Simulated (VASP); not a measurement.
Calculation: LDA (Ceperley-Alder, Perdew-Zunger), VASP's LDA PAW potentials (set 64) (plane waves; VASP).

Input for VASP

**POSCAR**
```
Ir
2.7003640
  0.0000000000   0.7071066790   0.7071066790
  0.7071066790   0.0000000000   0.7071066790
  0.7071066790   0.7071066790   0.0000000000
Ir
1
Cart
  0.7071066790   0.0000000000   0.7071066790
```

**INCAR**
```
SYSTEM = Ir
PREC = Accurate; ENCUT = 400; LREAL = .FALSE.
LASPH = .TRUE.; ICHARG = 11
EDIFF = 1E-7; NELM = 100; ALGO = Normal
LMAXMIX = 6
ISMEAR = 0; SIGMA = 0.05
LWAVE = .FALSE.; LCHARG = .FALSE.; LORBIT = 11
```

### KPOINTS
```
k-points along high-symmetry lines
15
Line-mode
Reciprocal
  0.000000   0.000000   0.000000 ! GAMMA
  0.500000   0.000000   0.500000 ! X

  0.500000   0.000000   0.500000 ! X
  0.625000   0.250000   0.625000 ! U

  0.375000   0.375000   0.750000 ! K
  0.000000   0.000000   0.000000 ! GAMMA

  0.000000   0.000000   0.000000 ! GAMMA
  0.500000   0.500000   0.500000 ! L

  0.500000   0.500000   0.500000 ! L
  0.500000   0.250000   0.750000 ! W

  0.500000   0.250000   0.750000 ! W
  0.500000   0.000000   0.500000 ! X
```

POTCAR, in this order: Ir (LDA.64 set). Program: vasp_std. Read from the step before: CHGCAR.

The resulting files:

File OUTCAR:
```
 ion  position               nearest neighbor table
   1  0.000  0.000  0.000-
  LATTYP: Found a face centered cubic cell.
 ALAT       =     3.8188908404
 Subroutine PRICEL returns:
 Original cell was already a primitive cell.
 Subroutine GETGRP returns: Found 48 space group operations
The static configuration has the point symmetry O_h .
The dynamic configuration has the point symmetry O_h .
 Subroutine INISYM returns: Found 48 space group operations
   k-points           NKPTS =     90   k-points in BZ     NKDIM =     90   number of bands    NBANDS=      8
   number of dos      NEDOS =    301   number of ions     NIONS =      1
   total plane-waves  NPLWV =   5832
   dimension x,y,z NGX =    18 NGY =   18 NGZ =   18
   dimension x,y,z NGXF=    36 NGYF=   36 NGZF=   36
   ions per type =               1
   PREC   = accura    normal or accurate (medium, high low for compatibility)
   ISTART =      0    job   : 0-new  1-cont  2-samecut
   ICHARG =     11    charge: 1-file 2-atom 10-const
   ISPIN  =      1    spin polarized calculation?
   LNONCOLLINEAR =      F non collinear calculations
   LSORBIT =      F    spin-orbit coupling
   INIWAV =      1    electr: 0-lowe 1-rand  2-diag
   ENCUT  =  400.0 eV  29.40 Ry    5.42 a.u.   4.40  4.40  4.40*2*pi/ulx,y,z
   NELM   =    100;   NELMIN=  2; NELMDL= -5     # of ELM steps
...
```

OSZICAR:
```
       N       E                     dE             d eps       ncg     rms          rms(c)
DAV:   1     0.352564226841E+02    0.35256E+02   -0.38090E+03  1528   0.813E+02
DAV:   2    -0.968315223696E+01   -0.44940E+02   -0.41562E+02  1456   0.191E+02
DAV:   3    -0.102360611901E+02   -0.55291E+00   -0.55146E+00  1848   0.280E+01
DAV:   4    -0.102414137723E+02   -0.53526E-02   -0.53479E-02  2032   0.223E+00
DAV:   5    -0.102414562868E+02   -0.42514E-04   -0.42513E-04  1888   0.122E-01
DAV:   6    -0.102414573503E+02   -0.10635E-05   -0.10640E-05  2176   0.129E-02
DAV:   7    -0.102414573548E+02   -0.45308E-08   -0.41739E-08  1848   0.566E-04
   1 F= -.10241457E+02 E0= -.10240490E+02  d E =-.193515E-02
```

File OUTCAR:
```
 val. band max:       11.0830216598   @ k =   0.3929   0.0000   0.3929

 cond. band min:      11.1011193538   @ k =   0.5000   0.0357   0.5357



 k-point     1 :       0.0000    0.0000    0.0000
  band No.  band energies     occupation
      1      -0.6837      2.00000
      2       6.5776      2.00000
      3       6.5776      2.00000
      4       6.5776      2.00000
      5       9.3742      2.00000
      6       9.3742      2.00000
      7      24.9042      0.00000
      8      30.5393      0.00000

 k-point     2 :       0.0357    0.0000    0.0357
  band No.  band energies     occupation
      1      -0.6061      2.00000
      2       6.5168      2.00000
      3       6.6217      2.00000
      4       6.6217      2.00000
      5       9.3037      2.00000
      6       9.3974      2.00000
      7      25.0413      0.00000
      8      30.2749      0.00000

 k-point     3 :       0.0714    0.0000    0.0714
  band No.  band energies     occupation
      1      -0.3759      2.00000
      2       6.3415      2.00000
      3       6.7533      2.00000
      4       6.7533      2.00000
      5       9.0998      2.00000
      6       9.4663      2.00000
      7      25.4441      0.00000
      8      29.7235      0.00000

 k-point     4 :       0.1071    0.0000    0.1071
  band No.  band energies     occupation
      1      -0.0019      2.00000
      2       6.0708      2.00000
      3       6.9714      2.00000
      4       6.9714      2.00000
      5       8.7851      2.00000
      6       9.5785      2.00000
      7      26.0886      0.00000
      8      29.1939      0.00000

 k-point     5 :       0.1429    0.0000    0.1429
  band No.  band energies     occupation
      1       0.4985      2.00000
      2       5.7306      2.00000
      3       7.2735      2.00000
      4       7.2735      2.00000
      5       8.3976      2.00000
      6       9.7304      2.00000
      7      26.9404      0.00000
      8      28.8173      0.00000
...
```

The density is held fixed in this step, so its total energy and stress have no physical meaning. Unless said otherwise, spin-orbit coupling is left out, though it shifts the bands of the heavy elements here.

The compound is Ir in the fcc structure. It was relaxed first.
